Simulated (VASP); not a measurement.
CdSe, 2 atoms in the cell. The structure is cubic, space group F-43m (No. 216). Conventional cell: a = 6.112 Å, b = 6.112 Å, c = 6.112 Å, α = 90.00°, β = 90.00°, γ = 90.00°. Cd (site symmetry -43m) is surrounded by 4 Se at 2.65 Å. Around Se (site symmetry -43m) lie 4 Cd at 2.65 Å. Measurements of this composition are mostly on another form, of space group No. 186.

```yaml
Program: VASP 6.6.1
Task: single point
Functional: PBE
Dispersion: D3(BJ)
Potentials_or_basis: VASP PAW PBE potentials, release 64 (Cd, Se)
Cutoff: 520 eV
k_mesh: 10 × 10 × 10
Occupations: gaussian, width 0.02 eV
Spin: no spin polarisation
Dipole_correction: no
Further_INCAR_settings: ALGO = Normal; EDIFF = 1e-06; NBANDS = 16
```

Potentials or basis: VASP PAW PBE potentials, release 64 (Cd, Se).

Command:

```sh
$ cat potpaw_PBE.64/Cd/POTCAR potpaw_PBE.64/Se/POTCAR > POTCAR
$ mpirun -np 1 vasp_std > vasp.out
```

Hardware: 1 thread of AMD EPYC 9R45 (Zen 5) (shared host).

Q: How long does it take, and how much memory?

A: Run time: 19 s on 1 thread of AMD EPYC 9R45 (Zen 5) (shared host), peak memory 0.18 GiB. Counts: scf iterations 12, k points 47.
